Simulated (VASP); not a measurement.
Given:

```
CELL_PARAMETERS angstrom
      1.95894    -3.39298     0.00000
      1.95894     3.39298     0.00000
      0.00000     0.00000     5.08995
ATOMIC_POSITIONS crystal
  Ni 0.00000 0.00000 0.50000
  Ni 0.00000 0.00000 0.00000
  Sb 0.33333 0.66667 0.25000
  Sb 0.66667 0.33333 0.75000
```

The numbers are results of PBE GGA, VASP's PBE PAW potentials (set 64) (plane waves; VASP 6.6.1), not measurements. Settings: 500 eV cut-off, 9×9×6 Γ-centred mesh, first-order Methfessel-Paxton smearing of 0.10 eV, potentials Ni Sb.

Unless said otherwise, spin-orbit coupling is left out, though it shifts the bands of the heavy elements here.

**Question.** Estimate the energy per atom (σ→0), pressure, band gap (on the k-mesh) with the smallest direct gap where there is one.

**Answer.** 
- band gap (on the k-mesh) = none (metal, semimetal or under 0.01 eV)
- energy per atom (σ→0) = -5.068 eV/atom
- pressure = 5.02 GPa

Total energies compare only between runs with the same potentials, cut-off and functional.

The compound is NiSb in the NiAs type structure. It was relaxed first under an external pressure of 5 GPa. The run is not spin-polarised, so no magnetic state was tried.
